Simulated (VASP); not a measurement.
These are PBEsol GGA, VASP's PBE PAW potentials (set 64) (plane waves; VASP) values and carry that method's errors.

A VASP calculation is set up with these files.

### POSCAR
```
CuI
1
   -0.0000000000     2.9685087803     2.9685087803
    2.9685087803     0.0000000000     2.9685087803
    2.9685087803     2.9685087803     0.0000000000
Cu I
1 1
Direct
  0.0000000000   0.0000000000   0.0000000000
  0.2500000000   0.2500000000   0.2500000000
```

### KPOINTS
```
k-points along high-symmetry lines
15
Line-mode
Reciprocal
  0.000000   0.000000   0.000000 ! GAMMA
 -0.500000  -0.500000   0.000000 ! X

 -0.500000  -0.500000   0.000000 ! X
 -0.375000  -0.375000   0.250000 ! U

 -0.375000  -0.000000   0.375000 ! K
  0.000000   0.000000   0.000000 ! GAMMA

  0.000000   0.000000   0.000000 ! GAMMA
 -0.000000  -0.000000   0.500000 ! L

 -0.000000  -0.000000   0.500000 ! L
 -0.500000  -0.250000   0.250000 ! W

 -0.500000  -0.250000   0.250000 ! W
 -0.500000  -0.500000   0.000000 ! X
```

**INCAR**
```
! general
SYSTEM  = CuI
PREC    = Accurate
ENCUT   = 400
LREAL   = .FALSE.
LASPH   = .TRUE.
ICHARG  = 11   ! fixed density

! electronic loop
EDIFF   = 1E-7
NELM    = 100
ALGO    = Normal   ! blocked Davidson
LMAXMIX = 4

! smearing
ISMEAR  = 0   ! Gaussian
SIGMA   = 0.05   ! width (eV)

! functional
GGA     = PS   ! PBEsol

! output
LWAVE   = .FALSE.
LCHARG  = .FALSE.
LORBIT  = 11   ! lm-projected
```

POTCAR, in this order: Cu I (PBE.64 set). Program: vasp_std. Read from the step before: CHGCAR.

What VASP printed:

OSZICAR:
```
       N       E                     dE             d eps       ncg     rms          rms(c)
DAV:   1     0.979204675626E+02    0.97920E+02   -0.70047E+03  2340   0.124E+03
DAV:   2     0.162909016283E+01   -0.96291E+02   -0.90176E+02  2375   0.250E+02
DAV:   3    -0.522406712687E+01   -0.68532E+01   -0.67147E+01  3149   0.738E+01
DAV:   4    -0.544377139551E+01   -0.21970E+00   -0.21959E+00  3005   0.125E+01
DAV:   5    -0.544977664768E+01   -0.60053E-02   -0.60051E-02  3214   0.207E+00
DAV:   6    -0.545000231838E+01   -0.22567E-03   -0.22567E-03  3211   0.356E-01
DAV:   7    -0.545000455484E+01   -0.22365E-05   -0.22365E-05  3262   0.317E-02
DAV:   8    -0.545000459368E+01   -0.38850E-07   -0.38832E-07  2908   0.419E-03
   1 F= -.54500046E+01 E0= -.54500046E+01  d E =-.842355E-14
```

### OUTCAR
```
 val. band max:        4.9866565674   @ k =   0.0000   0.0000   0.0000

 cond. band min:       6.1838769811   @ k =   0.0000   0.0000   0.0000



 k-point     1 :       0.0000    0.0000    0.0000
  band No.  band energies     occupation
      1      -9.3902      2.00000
      2       1.0426      2.00000
      3       1.0426      2.00000
      4       1.0426      2.00000
      5       2.8379      2.00000
      6       2.8379      2.00000
      7       4.9867      2.00000
      8       4.9867      2.00000
      9       4.9867      2.00000
     10       6.1839      0.00000
     11       9.7425      0.00000
     12       9.7425      0.00000
     13       9.7425      0.00000

 k-point     2 :      -0.0357   -0.0357    0.0000
  band No.  band energies     occupation
      1      -9.3807      2.00000
      2       1.0127      2.00000
      3       1.0414      2.00000
      4       1.0414      2.00000
      5       2.8347      2.00000
      6       2.8391      2.00000
      7       4.8897      2.00000
      8       4.9529      2.00000
      9       4.9529      2.00000
     10       6.3240      0.00000
     11       9.6661      0.00000
     12       9.7976      0.00000
     13       9.7976      0.00000

 k-point     3 :      -0.0714   -0.0714    0.0000
  band No.  band energies     occupation
      1      -9.3526      2.00000
      2       0.9254      2.00000
      3       1.0381      2.00000
      4       1.0381      2.00000
      5       2.8253      2.00000
      6       2.8426      2.00000
      7       4.6831      2.00000
      8       4.8568      2.00000
      9       4.8568      2.00000
     10       6.6547      0.00000
     11       9.4650      0.00000
     12       9.9575      0.00000
     13       9.9575      0.00000

 k-point     4 :      -0.1071   -0.1071    0.0000
  band No.  band energies     occupation
      1      -9.3068      2.00000
      2       0.7874      2.00000
      3       1.0329      2.00000
      4       1.0329      2.00000
...
```

The density is held fixed in this step, so its total energy and stress have no physical meaning. Unless said otherwise, spin-orbit coupling is left out, though it shifts the bands of the heavy elements here.

The compound is CuI in the zinc blende structure. It was relaxed first, which changed the volume by -5 %.
